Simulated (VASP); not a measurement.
Runs of VASP 6.6.1 on WS2. It takes space group P6_3/mmc (No. 194, hexagonal). The conventional cell has a = 3.147 Å, b = 3.147 Å, c = 12.681 Å, α = 90.00°, β = 90.00°, γ = 120.00°. W (site symmetry -6m2) is surrounded by 6 S at 2.40 Å. Around S (site symmetry 3m) lie 3 W at 2.40 Å. The cell is a database's computed one.

```tsv
level	potentials or basis	k mesh	cutoff (eV)	smearing	further INCAR settings	gap on the mesh (eV)	pressure (GPa)	largest force (eV/Å)
PBEsol	VASP PAW PBE potentials, release 64 (W_sv, S)	15 × 15 × 4	520	gaussian 0.02 eV	ALGO = Fast; EDIFF = 1e-06	(a)	0.0	-
PBEsol	VASP PAW PBE potentials, release 64 (W_sv, S)	12 × 12 × 2	700	gaussian 0.02 eV	ALGO = Fast; EDIFF = 1e-06	1.11	0.0	-
PBEsol	VASP PAW PBE potentials, release 64 (W_sv, S_h)	12 × 12 × 2	900	gaussian 0.02 eV	ALGO = Fast; EDIFF = 1e-06	1.10	0.2	0.02
PBEsol	VASP PAW PBE potentials, release 64 (W_sv, S)	12 × 12 × 2	520	gaussian 0.5 eV	ALGO = Fast; EDIFF = 1e-06	1.11	0.0	-
r2SCAN	VASP PAW PBE potentials, release 64 (W_sv, S)	12 × 12 × 2	520	gaussian 0.02 eV	ALGO = Normal; EDIFF = 1e-06	(b)	3.1	0.05
```

Alike in all rows: task single point; no spin polarisation; cell as given.

**Question.** Estimate the missing entries.

**Answer.** (a) 1.15; (b) 1.26.

Caveats: the PAW data sets were made with another functional, which shifts forces and pressure a little; spin-orbit coupling is left out, which moves the levels of the heavy elements; this functional lacks dispersion, which binds the layers, so the pressure and a relaxed spacing across them are unreliable (some runs); an odd mesh through Γ misses points on the zone boundary, where band edges often lie (some runs).

A k mesh can miss the band edges, and the runs leave out spin-orbit coupling on W.

Not every run made on this cell is shown here.
